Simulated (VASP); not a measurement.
**Nb2SnSe: relaxation of cell and atoms with PBE**

Nb2SnSe:

```
Nb Sn Se
1.0
     3.39897    0.00000    0.00000
     0.00000    3.39897    0.00000
     0.00000    0.00000   14.04422
Nb Sn Se
4 2 2
Direct
  0.50000 0.00000 0.70169
  0.50000 0.00000 0.94996
  0.00000 0.50000 0.05004
  0.00000 0.50000 0.29831
  0.00000 0.50000 0.83332
  0.50000 0.00000 0.16668
  0.00000 0.50000 0.60566
  0.50000 0.00000 0.39434
```

The cell was built by a generator and needn't be a form met in nature.

```yaml
Program: VASP 6.6.1
Task: relaxation of cell and atoms
Functional: PBE
Potentials_or_basis: VASP PAW PBE potentials, release 64 (Nb_sv, Sn_d, Se)
Cutoff: 520 eV
k_mesh: 10 × 10 × 2
Occupations: gaussian, width 0.1 eV
Spin: no spin polarisation
Further_INCAR_settings: ALGO = Normal; EDIFF = 1e-07; IBRION = 2; POTIM = 0.3; EDIFFG = -0.005; NSW = 60; ISIF = 3
```

The energy gained by relaxing is 0.0 meV/atom. The ionic steps are 2. The pressure after relaxing is 0.0 GPa, the largest force after relaxing is 0.004 eV/Å and the band gap on the k mesh is none (metal or under the smearing width).

Forces in eV/Å, atoms in the order of the input:
```
Nb   0.000  0.000  0.000
Nb   0.000  0.000  0.004
Nb   0.000  0.000 -0.004
Nb   0.000  0.000  0.000
Sn   0.000  0.000 -0.001
Sn   0.000  0.000  0.001
Se   0.000  0.000 -0.001
Se   0.000  0.000  0.001
```

Final structure:
```cif
data_structure
_symmetry_space_group_name_H-M 'P 1'
_symmetry_Int_Tables_number 1
_cell_length_a 3.3990
_cell_length_b 3.3990
_cell_length_c 14.0443
_cell_angle_alpha 90.000
_cell_angle_beta 90.000
_cell_angle_gamma 90.000
_cell_volume 162.26
loop_
_atom_site_label
_atom_site_type_symbol
_atom_site_fract_x
_atom_site_fract_y
_atom_site_fract_z
_atom_site_occupancy
Nb1 Nb 0.50000 0.00000 0.70169 1
Nb2 Nb 0.50000 0.00000 0.94998 1
Nb3 Nb 0.00000 0.50000 0.05002 1
Nb4 Nb 0.00000 0.50000 0.29831 1
Sn1 Sn 0.00000 0.50000 0.83331 1
Sn2 Sn 0.50000 0.00000 0.16669 1
Se1 Se 0.00000 0.50000 0.60565 1
Se2 Se 0.50000 0.00000 0.39435 1
```

Levels at points of the mesh, in eV from the Fermi level:
```
           k point  band 42  band 43  band 44  band 45  band 46  band 47  band 48  band 49  band 50  band 51
(0.00, 0.00, 0.00)    -0.18    -0.18     0.04     0.04     0.05     0.43     0.69     1.17     1.19     1.19
(0.50, 0.00, 0.00)    -1.51    -1.34    -1.34    -0.98    -0.98     0.65     0.65     1.48     1.48     2.35
(0.50, 0.50, 0.00)    -0.77    -0.77    -0.77    -0.41    -0.41     0.80     0.80     1.82     1.82     2.13
(0.00, 0.00, 0.50)    -0.16    -0.16     0.00     0.00     0.05     0.32     0.69     1.10     1.19     1.19
(0.50, 0.00, 0.50)    -1.79    -1.34    -1.34    -0.87    -0.87     0.65     0.65     1.48     1.48     2.33
(0.50, 0.50, 0.50)    -1.07    -0.77    -0.77     0.02     0.02     0.75     0.75     1.90     1.90     1.99
```

Wall time 3 min on 8 MPI ranks on Intel(R) Xeon(R) Platinum 8259CL CPU @ 2.50GHz (Skylake/Cascade Lake), with other jobs on the host, peak memory 0.54 GiB a rank.

Caveat: this functional lacks dispersion, which binds the layers, so the pressure and a relaxed spacing across them are unreliable.
